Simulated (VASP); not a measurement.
# NaH13O7: single point with PBE+D3(BJ)

Crystal: NaH13O7.

```
O H Na
1.0
     6.62822    0.00000    0.00000
     0.00000    6.62822    0.00000
     0.00000    0.00000    6.62822
O H Na
7 13 1
Direct
  0.31778 0.40497 0.09609
  0.78655 0.56902 0.06803
  0.20509 0.01015 0.60603
  0.42796 0.76075 0.85354
  0.47702 0.29623 0.61128
  0.82861 0.54672 0.50044
  0.64382 0.19228 0.92607
  0.20125 0.39504 0.00833
  0.43853 0.34516 0.02501
  0.78804 0.56952 0.21333
  0.74905 0.42233 0.03708
  0.16037 0.96620 0.46875
  0.30839 0.12424 0.60057
  0.33431 0.83283 0.76448
  0.37221 0.64778 0.94371
  0.41085 0.41344 0.66434
  0.56020 0.23153 0.75385
  0.94258 0.45911 0.46948
  0.72710 0.45053 0.54707
  0.56706 0.10066 0.00883
  0.78335 0.84970 0.82794
```

The cell was built by a generator and needn't be a form met in nature.

```json
{"Program": "VASP 6.6.1", "Task": "single point", "Functional": "PBE", "Dispersion": "D3(BJ)", "Potentials or basis": "VASP PAW PBE potentials, release 64 (O, H, Na_pv)", "Cutoff": "520 eV", "k mesh": "1 × 1 × 1", "Occupations": "fermi-dirac, width 0.05 eV", "Spin": "no spin polarisation", "Dipole correction": "no", "Further INCAR settings": "LREAL = Auto; ALGO = Normal; EDIFF = 1e-07; NBANDS = 47"}
```

```yaml
Pressure: -1.5 GPa
Largest_force: 1.681 eV/Å
Band_gap_on_the_k_mesh: 3.79 eV, direct
Dispersion_energy_per_atom: -0.032 eV
```

Forces on the atoms (eV/Å):
```
O    0.447  0.375 -0.207
O    0.015 -1.207 -0.953
O   -0.866 -0.809 -0.618
O    0.567 -1.122  0.964
O    0.853 -0.986  0.178
O    0.541  0.077 -0.066
O    0.632  0.161 -0.179
H   -0.075 -0.320 -0.115
H   -0.623  0.037  0.202
H   -0.017  0.304  0.858
H    0.161  1.037 -0.200
H    0.779  0.670  1.139
H   -0.023  0.105 -0.551
H   -0.701 -0.128 -0.011
H    0.289  1.365 -0.937
H   -0.291  0.772  0.156
H   -0.458  0.437 -0.097
H    0.184  0.175  0.084
H   -0.818 -0.269  0.083
H   -0.364 -0.417  0.177
Na  -0.231 -0.255  0.091
```

Stress tensor (GPa, compression positive):
```
-0.91 -0.64  0.26
-0.64 -2.68  0.19
 0.26  0.19 -0.91
```

Levels at points of the mesh, in eV from the valence-band top:
| k point | band 29 | band 30 | band 31 | band 32 | band 33 | band 34 |
| --- | --- | --- | --- | --- | --- | --- |
| (0.00, 0.00, 0.00) | -0.51 | -0.37 | 0.00 | 3.79 | 6.79 | 7.05 |

Run time: 24 s on 1 thread of AMD EPYC 9R45 (Zen 5) (shared host), peak memory 0.29 GiB.

As with any semilocal functional, this PBE gap is likely too small.
